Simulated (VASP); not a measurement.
```
Al31O47
1.0
    9.17585    -4.80660     0.00041
    9.17585     4.80660     0.00041
    6.65764     0.00000     7.93570
Al O
31 47
Cartesian
  4.40164   0.00000   1.39683
  1.85069   0.00000   0.58730
  8.08626   0.01460   2.54633
 13.98280   0.00000   7.34881
  7.73046   0.00000   5.36468
  5.17951   0.00000   4.55515
 11.43185   0.00000   6.53929
 15.24190   2.40330   3.38117
  8.98957   2.40330   1.39704
  6.43861   2.40330   0.58751
 12.69095   2.40330   2.57164
 18.57072   2.40330   7.34902
 12.31839   2.40330   5.36489
  9.80769   2.38225   4.51419
 16.01977   2.40330   6.53949
 15.24190  -2.40330   3.38117
  8.98957  -2.40330   1.39704
  6.43861  -2.40330   0.58751
 12.69095  -2.40330   2.57164
 18.57072  -2.40330   7.34902
 12.31839  -2.40330   5.36489
  9.74277  -2.42694   4.55587
 16.01977  -2.40330   6.53949
 19.82983   0.00000   3.38138
 13.57749   0.00000   1.39724
 11.01850  -0.02562   0.61097
 17.27887   0.00000   2.57185
 23.15865   0.00000   7.34923
 16.90631   0.00000   5.36509
 14.35536   0.00000   4.55557
 20.60769   0.00000   6.53970
  4.79058  -0.93248   2.97599
  5.17586   1.66789   1.76189
  7.71409   0.93248   0.99227
  6.84027   0.73541   3.74582
  7.32881  -1.66789   2.20637
  5.66439  -0.73541   0.22245
  8.11940  -0.93248   6.94384
  8.50468   1.66789   5.72974
 10.16910   0.73541   7.71367
 10.65763  -1.66789   6.17422
  9.00288  -0.69327   4.23093
  9.39504   1.51056   2.94035
  9.76379   4.07119   1.76210
 12.30201   3.33578   0.99248
 11.42820   3.13871   3.74602
 11.88061   0.70384   2.17348
 10.25232   1.66789   0.22265
 12.70732   1.47082   6.94405
 13.09261   4.07119   5.72995
 15.63084   3.33578   4.96033
 14.75702   3.13871   7.71388
 15.24555   0.73541   6.17443
 13.58114   1.66789   4.19050
  9.37850  -3.33578   2.97620
  9.74211  -0.76814   1.72721
 12.30201  -1.47082   0.99248
 11.41153  -1.68847   3.73357
 11.91673  -4.07119   2.20658
 10.25232  -3.13871   0.22265
 12.70732  -3.33578   6.94405
 13.09261  -0.73541   5.72995
 15.63084  -1.47082   4.96033
 14.75702  -1.66789   7.71388
 15.24555  -4.07119   6.17443
 13.58114  -3.13871   4.19050
 13.96643  -0.93248   2.97641
 14.35171   1.66789   1.76231
 16.88994   0.93248   0.99269
 16.01612   0.73541   3.74623
 16.50465  -1.66789   2.20679
 14.84024  -0.73541   0.22286
 17.29525  -0.93248   6.94426
 17.68053   1.66789   5.73016
 20.21876   0.93248   4.96054
 19.34494   0.73541   7.71408
 19.83347  -1.66789   6.17464
 18.16906  -0.73541   4.19071
```
Cell charge -2.

Method: PBE GGA, VASP's PBE PAW potentials (set 64) (plane waves; VASP). Run with PREC = Normal, LREAL = Auto, ISYM = 0, NELECT = 377.0, EDIFF = 1E-5, 400 eV cut-off, 1×1×1 Γ-centred mesh, Gaussian smearing of 0.050 eV, potentials Al O. Starting moments (MAGMOM): 78*0.0128. The cell's moment is fixed (NUPDOWN = 1).

The cell is charged, with a uniform compensating background. The supercell is sampled at Γ alone, which is coarse: total energies, pressure and levels can be off, energies of defects by several tenths of an eV.

**Question.** The ions are relaxed. Which structure does the run end with?

**Answer.** 
```
Al31O47
1.0
    9.17585    -4.80660     0.00041
    9.17585     4.80660     0.00041
    6.65764     0.00000     7.93570
Al O
31 47
Direct
  0.17478   0.17451   0.17857
  0.07519   0.07310   0.07373
  0.33240   0.33233   0.33317
  0.42535   0.42707   0.92912
  0.17568   0.17547   0.67618
  0.07624   0.07583   0.57239
  0.32580   0.32166   0.82750
  0.42615   0.92911   0.42359
  0.17560   0.67597   0.17545
  0.07282   0.57310   0.07696
  0.32819   0.81706   0.32232
  0.43082   0.92282   0.92389
  0.17250   0.68036   0.67913
  0.07671   0.57465   0.56253
  0.32465   0.82464   0.82384
  0.92792   0.42415   0.42576
  0.67608   0.17548   0.17500
  0.57319   0.07574   0.07381
  0.81740   0.32411   0.32637
  0.92459   0.42790   0.92494
  0.67926   0.17490   0.67100
  0.56418   0.09632   0.56385
  0.82284   0.32580   0.82389
  0.92223   0.92712   0.42845
  0.67209   0.67754   0.17562
  0.56427   0.56419   0.09654
  0.82229   0.82431   0.32480
  0.92526   0.92709   0.92548
  0.67395   0.67807   0.67892
  0.57401   0.57280   0.57268
  0.82412   0.82325   0.82406
  0.22180   0.02559   0.37584
  0.02846   0.37405   0.22160
  0.27598   0.47367   0.12479
  0.12522   0.27776   0.47206
  0.47226   0.12525   0.27702
  0.37320   0.22243   0.02934
  0.22024   0.02704   0.87631
  0.03178   0.37674   0.72003
  0.12437   0.27923   0.97142
  0.46952   0.12577   0.77983
  0.36843   0.21097   0.53474
  0.20842   0.53415   0.37192
  0.02739   0.87551   0.22204
  0.27874   0.97275   0.12348
  0.12874   0.77086   0.47434
  0.47837   0.63843   0.26435
  0.37491   0.72197   0.02748
  0.22137   0.52988   0.87541
  0.02798   0.87661   0.72223
  0.27636   0.96592   0.62686
  0.12403   0.77983   0.97096
  0.47192   0.62474   0.77868
  0.37431   0.71743   0.52985
  0.72218   0.02778   0.37427
  0.53355   0.36947   0.20774
  0.78056   0.46973   0.12433
  0.63962   0.26327   0.47813
  0.97417   0.12299   0.27811
  0.87724   0.22046   0.02610
  0.72192   0.02937   0.87431
  0.52579   0.37585   0.72145
  0.77851   0.47225   0.62479
  0.62737   0.27619   0.96539
  0.97191   0.12559   0.77957
  0.87879   0.22114   0.53018
  0.72281   0.52787   0.37486
  0.52998   0.87808   0.22170
  0.77995   0.97162   0.12399
  0.62341   0.77819   0.47256
  0.96602   0.62771   0.27644
  0.87531   0.72140   0.02731
  0.72221   0.52817   0.87571
  0.52749   0.87803   0.71974
  0.78473   0.96428   0.62777
  0.62957   0.78116   0.96508
  0.97771   0.62225   0.77620
  0.87323   0.72228   0.52827
```
Cell charge -2. The cell ends with 1.00 μB, on the first 30 sites 0.00 0.00 0.00 0.00 0.00 0.00 0.07 0.00 0.00 0.00 0.00 0.00 0.03 0.02 0.00 0.00 0.00 0.00 0.00 0.00 0.00 0.00 0.00 0.00 0.00 0.00 0.00 0.00 0.00 0.00 μB.

**Question.** How much energy does the relaxation gain?

**Answer.** The energy (σ→0) changes by -38.4 meV/atom, in 14 ionic steps.

The cell is a supercell with a defect, built from Al2O3 (corundum): vac_Al-vac_O, charge -2.
